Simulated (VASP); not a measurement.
The system is SnMo.

```
Sn Mo
1.0
     3.60454    0.00000    0.00000
     0.00000    3.60454    0.00000
     0.00000    0.00000    3.60454
Sn Mo
1 1
Direct
  0.50000 0.50000 0.50000
  0.00000 0.00000 0.00000
```

The cell was built by a generator and needn't be a form met in nature.

The cell isn't the ideal one: random cell by space group and Wyckoff sites (Pm-3m, No. 221).

```yaml
Program: VASP 6.6.1
Task: relaxation of cell and atoms
Functional: PBE
Potentials_or_basis: VASP PAW PBE potentials, release 64 (Sn_d, Mo_sv)
Cutoff: 600 eV
k_mesh: 6 × 6 × 6
Occupations: gaussian, width 0.1 eV
Spin: no spin polarisation
```

At the start: pressure -20.4 GPa; volume 23.42 Å³/atom.

Where does the relaxation end?

Over 4 steps the energy falls by 390.1 meV/atom and the volume is 18.57 Å³/atom (-20.7 %); space group Pm-3m (No. 221, to 0.05 Å).

The path:
| step | energy change (eV) | largest force (eV/Å) | pressure (GPa) | volume (Å³) |
| --- | --- | --- | --- | --- |
| 1 | 0.0000 | 0.0000 | -20.36 | 46.83 |
| 2 | 0.3096 | 0.0000 | 57.54 | 29.42 |
| 3 | -0.7792 | 0.0000 | -1.24 | 37.37 |
| 4 | -0.7803 | 0.0000 | -0.33 | 37.15 |

Final structure:
```
CELL_PARAMETERS angstrom
3.33659 0.00000 0.00000
0.00000 3.33659 0.00000
0.00000 0.00000 3.33659
ATOMIC_POSITIONS crystal
Sn 0.50000 0.50000 0.50000
Mo 0.00000 0.00000 0.00000
```

Caveat: the volume moved by over 15 % at a fixed basis, so the end points are rough.
